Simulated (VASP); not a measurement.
# K2TlMoF6 (Fm-3m) in VASP: a series of runs

One crystal, K2TlMoF6, is run at these levels: PBE, RPBE; tasks: single point.

Everything below comes from runs of VASP 6.6.1. Logs are shortened: lines on timing, memory, paths and dates and some standing lists are left out, and cuts for length are marked.

## 1. The crystal as given

The structure is cubic, space group Fm-3m (No. 225). Conventional cell: a = 9.184 Å, b = 9.184 Å, c = 9.184 Å, α = 90.00°, β = 90.00°, γ = 90.00°. Tl (site symmetry m-3m) is surrounded by 6 F at 2.59 Å. K (site symmetry -43m) has 12 F at 3.26 Å as nearest neighbours. F (site symmetry 4mm) is surrounded by 1 Mo at 2.00 Å. Around Mo (site symmetry m-3m) lie 6 F at 2.00 Å.

The cell was built by a generator and needn't be a form met in nature.

## 2. Single point, PBE

INCAR

```
  ALGO = Normal
  EDIFF = 1E-7
  ENCUT = 520
  GGA = PE
  ISIF = 2
  ISMEAR = -1
  LASPH = T
  LCHARG = T
  LELF = T
  LREAL = F
  LVHAR = T
  LWAVE = F
  NBANDS = 54
  NELM = 100
  PREC = Accurate
  SIGMA = 0.0144
```

KPOINTS

```
k-points
0
Gamma
  4 4 4
```

POSCAR

```
K2TlMoF6
1.0
    0.0000000000      4.5921350000      4.5921350000
    4.5921350000      0.0000000000      4.5921350000
    4.5921350000      4.5921350000      0.0000000000
Tl K F Mo
1 2 6 1
Direct
    0.5000000000      0.5000000000      0.5000000000
    0.2500000000      0.2500000000      0.2500000000
    0.7500000000      0.7500000000      0.7500000000
    0.7820000000      0.2180000000      0.2180000000
    0.2180000000      0.7820000000      0.2180000000
    0.2180000000      0.7820000000      0.7820000000
    0.7820000000      0.2180000000      0.7820000000
    0.2180000000      0.2180000000      0.7820000000
    0.7820000000      0.7820000000      0.2180000000
    0.0000000000      0.0000000000      0.0000000000
```

Potentials or basis: VASP PAW PBE potentials, release 64 (Tl_d, K_sv, F, Mo_sv).

The run is started by

```console
$ cat potpaw_PBE.64/Tl_d/POTCAR potpaw_PBE.64/K_sv/POTCAR potpaw_PBE.64/F/POTCAR potpaw_PBE.64/Mo_sv/POTCAR > POTCAR
$ mpirun -np 1 vasp_std > vasp.out
```

OUTCAR:

```text
EDIFF = 1E-7
   ENCUT = 520
   GGA = PE
   ISIF = 2
   ISMEAR = -1
   LASPH = T
   LREAL = F
   NELM = 100
   PREC = Accurate

 ion  position               nearest neighbor table
   1  0.500  0.500  0.500-   4 2.59   5 2.59   6 2.59   7 2.59   8 2.59   9 2.59
   2  0.250  0.250  0.250-
   3  0.750  0.750  0.750-
   4  0.782  0.218  0.218-  10 2.00   1 2.59
   5  0.218  0.782  0.218-  10 2.00   1 2.59
   6  0.218  0.782  0.782-  10 2.00   1 2.59
   7  0.782  0.218  0.782-  10 2.00   1 2.59
   8  0.218  0.218  0.782-  10 2.00   1 2.59
   9  0.782  0.782  0.218-  10 2.00   1 2.59
  10  0.000  0.000  0.000-   4 2.00   5 2.00   6 2.00   7 2.00   8 2.00   9 2.00

  LATTYP: Found a face centered cubic cell.
 ALAT       =     9.1842700000

  Lattice vectors:

 A1 = (   0.0000000000,   4.5921350000,   4.5921350000)
 A2 = (   4.5921350000,   0.0000000000,   4.5921350000)
 A3 = (   4.5921350000,   4.5921350000,   0.0000000000)

Analysis of symmetry for initial positions (statically):
=====================================================================
 Subroutine PRICEL returns:
 Original cell was already a primitive cell.

 Routine SETGRP: Setting up the symmetry group for a
 face centered cubic supercell.

 Subroutine GETGRP returns: Found 48 space group operations
 (whereof 48 operations were pure point group operations)
 out of a pool of 48 trial point group operations.

The static configuration has the point symmetry O_h .

Analysis of symmetry for dynamics (positions and initial velocities):
=====================================================================
 Subroutine PRICEL returns:
 Original cell was already a primitive cell.

 Routine SETGRP: Setting up the symmetry group for a
 face centered cubic supercell.

 Subroutine GETGRP returns: Found 48 space group operations
 (whereof 48 operations were pure point group operations)
 out of a pool of 48 trial point group operations.

The dynamic configuration has the point symmetry O_h .

 Subroutine INISYM returns: Found 48 space group operations
 (whereof 48 operations are pure point group operations),
 and found     1 'primitive' translations

----------------------------------------------------------------------------------------

                                     Primitive cell

  volume of cell :     193.6752

  direct lattice vectors                    reciprocal lattice vectors
     0.000000000  4.592135000  4.592135000    -0.108881816  0.108881816  0.108881816
     4.592135000  0.000000000  4.592135000     0.108881816 -0.108881816  0.108881816
     4.592135000  4.592135000  0.000000000     0.108881816  0.108881816 -0.108881816

  length of vectors
     6.494259597  6.494259597  6.494259597     0.188588838  0.188588838  0.188588838

  position of ions in fractional coordinates (direct lattice)
     0.500000000  0.500000000  0.500000000
     0.250000000  0.250000000  0.250000000
     0.750000000  0.750000000  0.750000000
     0.782000000  0.218000000  0.218000000
     0.218000000  0.782000000  0.218000000
     0.218000000  0.782000000  0.782000000
     0.782000000  0.218000000  0.782000000
     0.218000000  0.218000000  0.782000000
     0.782000000  0.782000000  0.218000000
     0.000000000  0.000000000  0.000000000

  ion indices of the primitive-cell ions
   primitive index   ion index
                 1           1
                 2           2
                 3           3
                 4           4
                 5           5
                 6           6
                 7           7
                 8           8
                 9           9
                10          10

----------------------------------------------------------------------------------------

 KPOINTS: k-points

Automatic generation of k-mesh.
 Grid dimensions read from file:
 generate k-points for:    4    4    4

 Generating k-lattice:

  Cartesian coordinates                     Fractional coordinates (reciprocal lattice)
    -0.027220454  0.027220454  0.027220454     0.250000000  0.000000000  0.000000000
     0.027220454 -0.027220454  0.027220454     0.000000000  0.250000000  0.000000000
     0.027220454  0.027220454 -0.027220454     0.000000000  0.000000000  0.250000000

  Length of vectors
     0.047147210  0.047147210  0.047147210

  Shift w.r.t. Gamma in fractional coordinates (k-lattice)
     0.000000000  0.000000000  0.000000000

 Subroutine IBZKPT returns following result:
 ===========================================

 Found      8 irreducible k-points:

 Following reciprocal coordinates:
            Coordinates               Weight
  0.000000  0.000000  0.000000      1.000000
  0.250000  0.000000  0.000000      8.000000
  0.500000  0.000000  0.000000      4.000000
  0.250000  0.250000  0.000000      6.000000
  0.500000  0.250000  0.000000     24.000000
 -0.250000  0.250000  0.000000     12.000000
  0.500000  0.500000  0.000000      3.000000
 -0.250000  0.500000  0.250000      6.000000
   k-points           NKPTS =      8   k-points in BZ     NKDIM =      8   number of bands    NBANDS=     54
   number of dos      NEDOS =    301   number of ions     NIONS =     10
   total plane-waves  NPLWV = 110592
   dimension x,y,z NGX =    48 NGY =   48 NGZ =   48
   dimension x,y,z NGXF=    96 NGYF=   96 NGZF=   96
   ions per type =               1   2   6   1
   NGX,Y,Z   is equivalent  to a cutoff of  12.29, 12.29, 12.29 a.u.
   NGXF,Y,Z  is equivalent  to a cutoff of  24.57, 24.57, 24.57 a.u.
 SYSTEM =  unknown system
   PREC   = accura    normal or accurate (medium, high low for compatibility)
   ISTART =      0    job   : 0-new  1-cont  2-samecut
   ICHARG =      2    charge: 1-file 2-atom 10-const
   ISPIN  =      1    spin polarized calculation?
   LNONCOLLINEAR =      F non collinear calculations
   LSORBIT =      F    spin-orbit coupling
   LASPH  =      T    aspherical Exc in radial PAW
   ENCUT  =  520.0 eV  38.22 Ry    6.18 a.u.  12.08 12.08 12.08*2*pi/ulx,y,z
   NELM   =    100;   NELMIN=  2; NELMDL= -5     # of ELM steps
   EDIFF  = 0.1E-06   stopping-criterion for ELM
   LREAL  =      F    real-space projection
   EDIFFG = 0.1E-05   stopping-criterion for IOM
   NSW    =      0    number of steps for IOM
   IBRION =     -1    ionic relax: 0-MD 1-quasi-New 2-CG
   NFREE  =      0    steps in history (QN), initial steepest desc. (CG)
   ISIF   =      2    stress and relaxation
   ISYM   =      2    0-nonsym 1-usesym 2-fastsym
   POTIM  = 0.5000    time-step for ionic-motion
   TEBEG  =    0.0;   TEEND  =   0.0 temperature during run
   PSTRESS=    0.0 pullay stress
   NELECT =      87.0000    total number of electrons
   NUPDOWN=      -1.0000    fix difference up-down
   EMIN   =  10.00;   EMAX   =-10.00  energy-range for DOS
   EFERMI =   0.00;   METHOD = LEGACY
   ISMEAR =    -1;   SIGMA  =   0.01  broadening in eV -4-tet -1-fermi 0-gaus
   EFERMI_NEDOS =   21; number of points for ismear=-14 and -15
   IALGO  =     38    algorithm
   IMIX   =      4    mixing-type and parameters
     AMIX     =   0.40;   BMIX     =  1.00
     AMIX_MAG =   1.60;   BMIX_MAG =  1.00
  volume/ion in A,a.u.               =      19.37       130.70
  Fermi-wavevector in a.u.,A,eV,Ry     =   1.253786  2.369311 21.388063  1.571978
  Thomas-Fermi vector in A             =   2.387622
   LORBIT       =      0    0 simple, 1 ext, 2 COOP (PROOUT), +10 PAW based schemes
   GGA     = PE    functional components
   LHFCALC =     F    Hartree Fock is set to
   AEXX    =    0.0000 exact exchange contribution
   IVDW    =     0    specifies the selected vdW correction
   LEPSILON=     F    determine dielectric tensor
   LRPA    =     F    only Hartree local field effects (RPA)
 non-spin polarized calculation
  energy-cutoff  :      520.00
  volume of cell :      193.68
 maximum number of plane-waves:      5238
   NGX = 25   NGY = 25   NGZ = 25

 number of electron      86.9999983 magnetization

 Free energy of the ion-electron system (eV)
  ---------------------------------------------------
  ext. energy  EPLUGINS =         0.00000000
  ---------------------------------------------------
  free energy    TOTEN  =       -48.01821700 eV

  energy without entropy =      -47.98428729  energy(sigma->0) =      -48.00125214

 E-fermi :   3.9442     XC(G=0):  -8.4804

 val. band max:        3.9419051194   @ k =   0.5000   0.0000   0.0000
 cond. band min:       3.9492338221   @ k =   0.2500   0.2500   0.0000
 fundamental gap:      0.0073287028
 Fermi energy:         3.9441670478

 k-point     1 :       0.0000    0.0000    0.0000
  band No.  band energies     occupation
      1     -58.3195      2.00000
      2     -32.6091      2.00000
      3     -32.6091      2.00000
      4     -32.6091      2.00000
      5     -28.6965      2.00000
      6     -28.6904      2.00000
[... 46 lines left out ...]
     53       7.7732      0.00000
     54       8.6574      0.00000

 k-point     2 :       0.2500    0.0000    0.0000
  band No.  band energies     occupation
      1     -58.3195      2.00000
      2     -32.6091      2.00000
      3     -32.6091      2.00000
      4     -32.6091      2.00000
      5     -28.6955      2.00000
      6     -28.6912      2.00000
[... 46 lines left out ...]
     53       7.8588      0.00000
     54       8.3226      0.00000
[... 283 lines left out ...]
     53       7.8796      0.00000
     54       8.8987      0.00000

 k-point     8 :      -0.2500    0.5000    0.2500
  band No.  band energies     occupation
      1     -58.3195      2.00000
      2     -32.6091      2.00000
      3     -32.6091      2.00000
      4     -32.6091      2.00000
      5     -28.6931      2.00000
      6     -28.6931      2.00000
[... 46 lines left out ...]
     53       7.9788      0.00000
     54       8.6288      0.00000

------------------------ aborting loop because EDIFF is reached ----------------------------------------

  FORCE on cell =-STRESS in cart. coord.  units (eV):
  Direction    XX          YY          ZZ          XY          YZ          ZX
  --------------------------------------------------------------------------------------
  -------------------------------------------------------------------------------------
  Total        4.4123620      4.4123620      4.4123620      0.0000000     -0.0000000      0.0000000
  in kB       36.5012539     36.5012539     36.5012539      0.0000000     -0.0000000      0.0000000
  external PRESSURE =      36.5012539 kB  Pullay stress =       0.0000000 kB

 VOLUME and BASIS-vectors are now :
 -----------------------------------------------------------------------------
  energy-cutoff  :      520.00
  volume of cell :      193.68
      direct lattice vectors                 reciprocal lattice vectors
     0.000000000  4.592135000  4.592135000    -0.108881816  0.108881816  0.108881816
     4.592135000  0.000000000  4.592135000     0.108881816 -0.108881816  0.108881816
     4.592135000  4.592135000  0.000000000     0.108881816  0.108881816 -0.108881816

 POSITION                                       TOTAL-FORCE (eV/Angst)
 -----------------------------------------------------------------------------------
      4.59213      4.59213      4.59213        -0.000000      0.000000     -0.000000
      2.29607      2.29607      2.29607        -0.000000     -0.000000     -0.000000
      6.88820      6.88820      6.88820         0.000000      0.000000     -0.000000
      2.00217      4.59213      4.59213         0.678604      0.000000     -0.000000
      4.59213      2.00217      4.59213        -0.000000      0.678604     -0.000000
      7.18210      4.59213      4.59213        -0.678604      0.000000     -0.000000
      4.59213      7.18210      4.59213        -0.000000     -0.678604     -0.000000
      4.59213      4.59213      2.00217        -0.000000      0.000000      0.678604
      4.59213      4.59213      7.18210        -0.000000      0.000000     -0.678604
      0.00000      0.00000      0.00000        -0.000000      0.000000     -0.000000
 -----------------------------------------------------------------------------------
    total drift:                                0.000000      0.000000     -0.000000

  FREE ENERGIE OF THE ION-ELECTRON SYSTEM (eV)
  ---------------------------------------------------
  free  energy   TOTEN  =       -48.0182169983 eV

  energy  without entropy=      -47.9842872894  energy(sigma->0) =      -48.00125214
```

Run time: 81 s. Hardware: 1 thread of Intel Xeon Platinum 8488C (Sapphire Rapids), shared host; peak memory 0.36 GiB.

Results:

| Quantity | Value |
| --- | --- |
| Free energy | -48.0182 eV |
| Pressure | 3.7 GPa |
| Largest force | 0.679 eV/Å |
| Band gap on the k mesh | none (metal or under the smearing width) |

Forces in eV/Å, atoms in the order of the input:
```
Tl   0.000  0.000  0.000
K    0.000  0.000  0.000
K    0.000  0.000  0.000
F    0.679  0.000  0.000
F    0.000  0.679  0.000
F   -0.679  0.000  0.000
F    0.000 -0.679  0.000
F    0.000  0.000  0.679
F    0.000  0.000 -0.679
Mo   0.000  0.000  0.000
```

Caveat: an odd number of electrons without spin polarisation forces a metal; a magnetic or distorted state may lie lower. The run has no spin-orbit coupling, so splittings on Tl are missing.

## 3. Single point, RPBE

INCAR

```
SYSTEM = K2TlMoF6
PREC = Accurate
ENCUT = 520
EDIFF = 1E-6
ISMEAR = -5
SIGMA = 0.1
LREAL = .False.
LASPH = .True.
NELM = 80
ALGO = Fast
ISIF = 2
LWAVE = .False.
LCHARG = .False.
GGA = RP
NBANDS = 54
```

KPOINTS

```
Automatic mesh
0
Gamma
  4 4 4
  0 0 0
```

POSCAR is that of step 2.

Potentials or basis: VASP PAW PBE potentials, release 64 (Tl_d, K_sv, F, Mo_sv).

The run is started by

```console
$ cat potpaw_PBE.64/Tl_d/POTCAR potpaw_PBE.64/K_sv/POTCAR potpaw_PBE.64/F/POTCAR potpaw_PBE.64/Mo_sv/POTCAR > POTCAR
$ mpirun -np 1 vasp_std > vasp.out
```

OUTCAR:

```text
SYSTEM = K2TlMoF6
   PREC = Accurate
   ENCUT = 520
   EDIFF = 1E-6
   ISMEAR = -5
   LREAL = .False.
   LASPH = .True.
   NELM = 80
   ISIF = 2
   GGA = RP

 ion  position               nearest neighbor table
   1  0.500  0.500  0.500-   4 2.59   5 2.59   6 2.59   7 2.59   8 2.59   9 2.59
   2  0.250  0.250  0.250-
   3  0.750  0.750  0.750-
   4  0.782  0.218  0.218-  10 2.00   1 2.59
   5  0.218  0.782  0.218-  10 2.00   1 2.59
   6  0.218  0.782  0.782-  10 2.00   1 2.59
   7  0.782  0.218  0.782-  10 2.00   1 2.59
   8  0.218  0.218  0.782-  10 2.00   1 2.59
   9  0.782  0.782  0.218-  10 2.00   1 2.59
  10  0.000  0.000  0.000-   4 2.00   5 2.00   6 2.00   7 2.00   8 2.00   9 2.00

  LATTYP: Found a face centered cubic cell.
 ALAT       =     9.1842700000

  Lattice vectors:

 A1 = (   0.0000000000,   4.5921350000,   4.5921350000)
 A2 = (   4.5921350000,   0.0000000000,   4.5921350000)
 A3 = (   4.5921350000,   4.5921350000,   0.0000000000)

[... 183 lines left out ...]

 k-point     1 :       0.0000    0.0000    0.0000
  band No.  band energies     occupation
      1     -58.0646      2.00000
      2     -32.3615      2.00000
      3     -32.3615      2.00000
      4     -32.3615      2.00000
      5     -28.7066      2.00000
      6     -28.7009      2.00000
[... 445 lines left out ...]
     53       8.2825      0.00000
     54       9.0381      0.00000

------------------------ aborting loop because EDIFF is reached ----------------------------------------

  FORCE on cell =-STRESS in cart. coord.  units (eV):
  Direction    XX          YY          ZZ          XY          YZ          ZX
  --------------------------------------------------------------------------------------
  -------------------------------------------------------------------------------------
  Total        7.5016730      7.5016730      7.5016730     -0.0000000     -0.0000000     -0.0000000
  in kB       62.0575716     62.0575716     62.0575716     -0.0000000     -0.0000000     -0.0000000
  external PRESSURE =      62.0575716 kB  Pullay stress =       0.0000000 kB

 VOLUME and BASIS-vectors are now :
 -----------------------------------------------------------------------------
  energy-cutoff  :      520.00
  volume of cell :      193.68
      direct lattice vectors                 reciprocal lattice vectors
     0.000000000  4.592135000  4.592135000    -0.108881816  0.108881816  0.108881816
     4.592135000  0.000000000  4.592135000     0.108881816 -0.108881816  0.108881816
     4.592135000  4.592135000  0.000000000     0.108881816  0.108881816 -0.108881816

 POSITION                                       TOTAL-FORCE (eV/Angst)
 -----------------------------------------------------------------------------------
      4.59213      4.59213      4.59213         0.000000     -0.000000     -0.000000
      2.29607      2.29607      2.29607         0.000000     -0.000000     -0.000000
      6.88820      6.88820      6.88820        -0.000000     -0.000000     -0.000000
      2.00217      4.59213      4.59213         0.835612     -0.000000     -0.000000
      4.59213      2.00217      4.59213         0.000000      0.835612     -0.000000
      7.18210      4.59213      4.59213        -0.835612     -0.000000     -0.000000
      4.59213      7.18210      4.59213         0.000000     -0.835612     -0.000000
      4.59213      4.59213      2.00217         0.000000     -0.000000      0.835612
      4.59213      4.59213      7.18210         0.000000     -0.000000     -0.835612
      0.00000      0.00000      0.00000         0.000000     -0.000000     -0.000000
 -----------------------------------------------------------------------------------
    total drift:                                0.000000      0.000000     -0.000000

  FREE ENERGIE OF THE ION-ELECTRON SYSTEM (eV)
  ---------------------------------------------------
  free  energy   TOTEN  =       -45.4248872956 eV

  energy  without entropy=      -45.4248872956  energy(sigma->0) =      -45.42488730
```

stdout:

```text
POSCAR found type information on POSCAR TlK F Mo
 POSCAR found :  4 types and      10 ions
 scaLAPACK will be used
 -----------------------------------------------------------------------------
[... 28 lines left out ...]
|     Tetrahedron method does not include variations of the Fermi             |
|     occupations, so forces and stress will be inaccurate. We suggest        |
|     using a different smearing scheme ISMEAR = 1 or 2 for metals in         |
|     relaxations.                                                            |
|                                                                             |
 -----------------------------------------------------------------------------
```

It took 2.3 min on 1 thread of Intel Xeon Platinum 8488C (Sapphire Rapids), shared host; peak memory 0.37 GiB.

What came out:

```yaml
Free_energy: -45.4249 eV
Pressure: 6.2 GPa
Largest_force: 0.836 eV/Å
Band_gap_on_the_k_mesh: none (metal or under the smearing width)
```

Forces on the atoms (eV/Å):
```
Tl   0.000  0.000  0.000
K    0.000  0.000  0.000
K    0.000  0.000  0.000
F    0.836  0.000  0.000
F    0.000  0.836  0.000
F   -0.836  0.000  0.000
F    0.000 -0.836  0.000
F    0.000  0.000  0.836
F    0.000  0.000 -0.836
Mo   0.000  0.000  0.000
```

Levels at points of the mesh, in eV from the Fermi level:
| k point | band 39 | band 40 | band 41 | band 42 | band 43 | band 44 | band 45 | band 46 | band 47 | band 48 |
| --- | --- | --- | --- | --- | --- | --- | --- | --- | --- | --- |
| (0.00, 0.00, 0.00) | -6.11 | -6.11 | -6.11 | -4.64 | -0.02 | -0.02 | -0.02 | 1.54 | 2.10 | 2.10 |
| (0.50, 0.00, 0.00) | -6.23 | -6.23 | -6.18 | -3.96 | -0.11 | 0.00 | 0.00 | 1.14 | 1.61 | 1.61 |
| (0.50, 0.50, 0.00) | -6.26 | -6.26 | -6.11 | -4.76 | -0.01 | 0.07 | 0.07 | 1.34 | 2.27 | 2.27 |

Caveat: the PAW data sets were made with another functional, which shifts forces and pressure a little; an odd number of electrons without spin polarisation forces a metal; a magnetic or distorted state may lie lower; tetrahedron occupations give inexact forces and stress in metals. The run has no spin-orbit coupling, so splittings on Tl are missing.
